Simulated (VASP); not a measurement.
All values below come from LDA (Ceperley-Alder, Perdew-Zunger), VASP's LDA PAW potentials (set 64) (plane waves; VASP 6.6.1).

VASP ran on this input.

File POSCAR:
```
K2Pt
1.0
  0.0000000000   3.7814650000   3.7814650000
  3.7814650000   0.0000000000   3.7814650000
  3.7814650000   3.7814650000   0.0000000000
K Pt
2 1
Direct
  0.7500000000   0.7500000000   0.7500000000
  0.2500000000   0.2500000000   0.2500000000
  0.0000000000   0.0000000000   0.0000000000
```

### INCAR
```
SYSTEM = K2Pt
PREC = Accurate; ENCUT = 300; LREAL = .False.
LASPH = .True.
EDIFF = 1E-6; NELM = 100; ALGO = Normal
LMAXMIX = 6
ISMEAR = 0; SIGMA = 0.01
ISIF = 2
LWAVE = .False.; LCHARG = .False.
```

### KPOINTS
```
K-points
0
Gamma
  5 5 5
```

POTCAR, in this order: K_sv Pt (LDA.64 set). Program: vasp_std.

Output of the run:

### OSZICAR
```
       N       E                     dE             d eps       ncg     rms          rms(c)
DAV:   1     0.137521302769E+03    0.13752E+03   -0.97854E+03   368   0.885E+02
DAV:   2    -0.528241728033E+00   -0.13805E+03   -0.13435E+03   496   0.294E+02
DAV:   3    -0.987051521478E+01   -0.93423E+01   -0.93015E+01   580   0.575E+01
DAV:   4    -0.101185248206E+02   -0.24801E+00   -0.24780E+00   514   0.943E+00
DAV:   5    -0.101271059225E+02   -0.85811E-02   -0.85808E-02   498   0.111E+00    0.586E+00
DAV:   6    -0.956967388600E+01    0.55743E+00   -0.28034E+00   388   0.658E+00    0.545E+00
DAV:   7    -0.949561614929E+01    0.74058E-01   -0.28656E-01   570   0.279E+00    0.331E+00
DAV:   8    -0.945549332102E+01    0.40123E-01   -0.11527E-01   376   0.187E+00    0.419E-01
DAV:   9    -0.945696380457E+01   -0.14705E-02   -0.10409E-02   512   0.531E-01    0.180E-01
DAV:  10    -0.945752811455E+01   -0.56431E-03   -0.76157E-04   372   0.164E-01    0.577E-02
DAV:  11    -0.945768332644E+01   -0.15521E-03   -0.68389E-04   460   0.110E-01    0.323E-02
DAV:  12    -0.945768991496E+01   -0.65885E-05   -0.37488E-04   352   0.734E-02    0.200E-02
DAV:  13    -0.945767979386E+01    0.10121E-04   -0.14410E-04   300   0.470E-02    0.784E-03
DAV:  14    -0.945767877425E+01    0.10196E-05   -0.86505E-06   360   0.153E-02    0.952E-04
DAV:  15    -0.945767877132E+01    0.29340E-08   -0.51872E-07   206   0.286E-03
   1 F= -.94576788E+01 E0= -.94576788E+01  d E =-.115499E-72
```

File OUTCAR:
```
------------------------ aborting loop because EDIFF is reached ----------------------------------------
  FORCE on cell =-STRESS in cart. coord.  units (eV):
  Direction    XX          YY          ZZ          XY          YZ          ZX
  --------------------------------------------------------------------------------------
  Total       -1.3998687     -1.3998687     -1.3998687     -0.0000000     -0.0000000      0.0000000
  in kB      -20.7389909    -20.7389909    -20.7389909     -0.0000000     -0.0000000      0.0000000
  external PRESSURE =     -20.7389909 kB  Pullay stress =       0.0000000 kB
  volume of cell :      108.15
      direct lattice vectors                 reciprocal lattice vectors
     0.000000000  3.781465000  3.781465000    -0.132223887  0.132223887  0.132223887
     3.781465000  0.000000000  3.781465000     0.132223887 -0.132223887  0.132223887
     3.781465000  3.781465000  0.000000000     0.132223887  0.132223887 -0.132223887
 POSITION                                       TOTAL-FORCE (eV/Angst)
 -----------------------------------------------------------------------------------
      5.67220      5.67220      5.67220         0.000000      0.000000      0.000000
      1.89073      1.89073      1.89073        -0.000000     -0.000000     -0.000000
      0.00000      0.00000      0.00000        -0.000000      0.000000      0.000000
 -----------------------------------------------------------------------------------
    total drift:                                0.000000     -0.000000      0.000000
  FREE ENERGIE OF THE ION-ELECTRON SYSTEM (eV)
  ---------------------------------------------------
  free  energy   TOTEN  =        -9.4576787713 eV

  energy  without entropy=       -9.4576787713  energy(sigma->0) =       -9.45767877
```
(Selected blocks of OUTCAR.)

At this cut-off the stress carries a Pulay error, which pulls relaxed volumes low.

The structure comes from a computed database's K2Pt entry (Fm-3m); how it stands against other phases isn't given here. The cell was not relaxed at this level. The run is one of a series of settings (GGA removed, POTCAR K_sv Pt (LDA.64 set) against the base run), some of them coarse on purpose.
